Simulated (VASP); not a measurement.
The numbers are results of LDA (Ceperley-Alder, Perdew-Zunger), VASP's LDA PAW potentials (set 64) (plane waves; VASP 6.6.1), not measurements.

VASP input:

### POSCAR
```
SrO
1
    0.0000000000     2.5388467148     2.5388467148
    2.5388467148     0.0000000000     2.5388467148
    2.5388467148     2.5388467148     0.0000000000
Sr O
1 1
Direct
  0.0000000000   0.0000000000   0.0000000000
  0.5000000000   0.5000000000   0.5000000000
```

INCAR:
```
! general
SYSTEM  = SrO
PREC    = Accurate
ENCUT   = 520
LREAL   = .FALSE.
LASPH   = .TRUE.   ! aspherical one-centre terms
NBANDS  = 36

! electronic loop
EDIFF   = 1E-7
NELM    = 100   ! most electronic steps
ALGO    = Normal
LMAXMIX = 4   ! l cut-off of mixed one-centre charges

! smearing
ISMEAR  = 0   ! Gaussian
SIGMA   = 0.01

! output
LWAVE   = .FALSE.
LCHARG  = .FALSE.
NEDOS   = 1001

! other
LOPTICS = .TRUE.
CSHIFT  = 0.1
```

### KPOINTS
```
Automatic mesh
0
Gamma
11 11 11
0 0 0
```

POTCAR, in this order: Sr_sv O (LDA.64 set). Program: vasp_std.

What VASP printed:

File OUTCAR:
```
 ion  position               nearest neighbor table
   1  0.000  0.000  0.000-   2 2.54   2 2.54   2 2.54   2 2.54   2 2.54   2 2.54
   2  0.500  0.500  0.500-   1 2.54   1 2.54   1 2.54   1 2.54   1 2.54   1 2.54
  LATTYP: Found a face centered cubic cell.
 ALAT       =     5.0776934296
 Subroutine PRICEL returns:
 Original cell was already a primitive cell.
 Subroutine GETGRP returns: Found 48 space group operations
The static configuration has the point symmetry O_h .
The dynamic configuration has the point symmetry O_h .
 Subroutine INISYM returns: Found 48 space group operations
 Subroutine IBZKPT returns following result:
 Found     56 irreducible k-points:

 Following reciprocal coordinates:
            Coordinates               Weight
  0.000000  0.000000  0.000000      1.000000
  0.090909  0.000000  0.000000      8.000000
  0.181818  0.000000  0.000000      8.000000
  0.272727  0.000000  0.000000      8.000000
  0.363636  0.000000  0.000000      8.000000
  0.454545  0.000000  0.000000      8.000000
  0.090909  0.090909  0.000000      6.000000
  0.181818  0.090909  0.000000     24.000000
  0.272727  0.090909  0.000000     24.000000
  0.363636  0.090909  0.000000     24.000000
  0.454545  0.090909  0.000000     24.000000
 -0.454545  0.090909  0.000000     24.000000
 -0.363636  0.090909  0.000000     24.000000
 -0.272727  0.090909  0.000000     24.000000
 -0.181818  0.090909  0.000000     24.000000
 -0.090909  0.090909  0.000000     12.000000
  0.181818  0.181818  0.000000      6.000000
  0.272727  0.181818  0.000000     24.000000
  0.363636  0.181818  0.000000     24.000000
  0.454545  0.181818  0.000000     24.000000
 -0.454545  0.181818  0.000000     24.000000
 -0.363636  0.181818  0.000000     24.000000
 -0.272727  0.181818  0.000000     24.000000
 -0.181818  0.181818  0.000000     12.000000
...
```

OSZICAR:
```
       N       E                     dE             d eps       ncg     rms          rms(c)
DAV:   1     0.874845236590E+02    0.87485E+02   -0.67455E+03  4032   0.436E+02
DAV:   2    -0.127253268042E+02   -0.10021E+03   -0.94777E+02  4916   0.147E+02
DAV:   3    -0.155576484314E+02   -0.28323E+01   -0.28059E+01  4984   0.201E+01
DAV:   4    -0.155821257797E+02   -0.24477E-01   -0.24470E-01  4772   0.190E+00
DAV:   5    -0.155822558303E+02   -0.13005E-03   -0.13004E-03  4788   0.122E-01    0.191E+01
DAV:   6    -0.136122535212E+02    0.19700E+01   -0.10272E+00  4416   0.817E+00    0.228E+01
DAV:   7    -0.134368212422E+02    0.17543E+00   -0.10315E-01  4704   0.207E+00    0.121E+01
DAV:   8    -0.133867679337E+02    0.50053E-01   -0.13218E-01  5960   0.148E+00    0.235E+00
DAV:   9    -0.133877696554E+02   -0.10017E-02   -0.50538E-03  5572   0.224E-01    0.652E-01
DAV:  10    -0.133876032379E+02    0.16642E-03   -0.21201E-04  4668   0.969E-02    0.189E-01
DAV:  11    -0.133876179031E+02   -0.14665E-04   -0.23895E-05  4860   0.227E-02    0.279E-02
DAV:  12    -0.133876189540E+02   -0.10510E-05   -0.49240E-07  5052   0.469E-03    0.855E-03
DAV:  13    -0.133876188874E+02    0.66585E-07   -0.14238E-07  4776   0.280E-03
   1 F= -.13387619E+02 E0= -.13387619E+02  d E =-.175566E-20
 imaginary and real dielectric function
```

**OUTCAR**
```
------------------------ aborting loop because EDIFF is reached ----------------------------------------
  FORCE on cell =-STRESS in cart. coord.  units (eV):
  Direction    XX          YY          ZZ          XY          YZ          ZX
  --------------------------------------------------------------------------------------
  Total       -0.0004781     -0.0004781     -0.0004781      0.0000000      0.0000000      0.0000000
  in kB       -0.0234034     -0.0234034     -0.0234034      0.0000000      0.0000000      0.0000000
  external PRESSURE =      -0.0234034 kB  Pullay stress =       0.0000000 kB
  volume of cell :       32.73
      direct lattice vectors                 reciprocal lattice vectors
     0.000000000  2.538846715  2.538846715    -0.196939814  0.196939814  0.196939814
     2.538846715  0.000000000  2.538846715     0.196939814 -0.196939814  0.196939814
     2.538846715  2.538846715  0.000000000     0.196939814  0.196939814 -0.196939814
  FREE ENERGIE OF THE ION-ELECTRON SYSTEM (eV)
  ---------------------------------------------------
  free  energy   TOTEN  =       -13.3876188874 eV

  energy  without entropy=      -13.3876188874  energy(sigma->0) =      -13.38761889

 plasma frequency squared (from intraband transitions) (eV^2)
  --------------------------------------------------------------------------------------
       0.000       0.000       0.000
       0.000       0.000       0.000
      -0.000       0.000       0.000

 plasma frequency squared (from interband transitions, int dw w eps(2)(w)) (eV^2)
  --------------------------------------------------------------------------------------
     553.890       0.000      -0.000       0.000       0.000      -0.000
      -0.000      -0.000     553.890       0.000      -0.000       0.000
       0.000       0.000      -0.000      -0.000     553.890       0.000
```
(Selected blocks of OUTCAR.)

The compound is SrO in the rock salt structure. It was relaxed first.
